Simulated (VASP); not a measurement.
Input:

```yaml
crystal:
  lattice:
    - [3.84251, 0.00000, 0.00000]
    - [0.00000, 3.84251, 0.00000]
    - [0.00000, 0.00000, 3.84251]
  atoms:
    - { symbol: Tl, position: [0.00000, 0.00000, 0.00000] }
    - { symbol: Br, position: [0.50000, 0.50000, 0.50000] }
```

Calculation: LDA (Ceperley-Alder, Perdew-Zunger), VASP's LDA PAW potentials (set 64) (plane waves; VASP). Run with 500 eV cut-off, 7×7×7 Γ-centred mesh, Gaussian smearing of 0.050 eV, potentials Tl_d Br.

Q: Estimate the energy per atom (σ→0).

A: 
The energy per atom (σ→0) is -316.3 kJ/mol of atoms.

Total energies compare only between runs with the same potentials, cut-off and functional.

The compound is TlBr in the CsCl type structure. It was relaxed first, which changed the volume by -11 %.
